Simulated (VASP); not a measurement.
Data:

```
CELL_PARAMETERS angstrom
      6.20075     0.00000     0.00000
      0.00000     6.20075     0.00000
      0.00000     0.00000     6.20075
ATOMIC_POSITIONS crystal
  Cs 0.00000 0.00000 0.00000
  Sn 0.50000 0.50000 0.50000
  I  0.50000 0.00000 0.50000
  I  0.00000 0.50000 0.50000
  I  0.50000 0.50000 0.00000
```

Calculation: PBE GGA with D3 dispersion (Becke-Johnson damping), VASP's PBE PAW potentials (set 64) (plane waves; VASP 6.6.1). Settings: 520 eV cut-off, 4×4×4 Γ-centred mesh, Gaussian smearing of 0.050 eV, potentials Cs_sv Sn_d I.

Unless said otherwise, spin-orbit coupling is left out, though it shifts the bands of the heavy elements here.

### Question
What does the run give for the energy per atom (σ→0), band gap (on the k-mesh) with the smallest direct gap where there is one?

### Answer

- band gap (on the k-mesh): 0.29 eV
- smallest direct gap (on the k-mesh): 0.29 eV
- energy per atom (σ→0): -3.040 eV/atom

Only differences to runs with the same potentials and settings are physical.

The compound is CsSnI3 in the cubic perovskite structure, the ideal cubic form; the compound distorts at low or room temperature. It was relaxed first. The start is the result of an earlier pass.
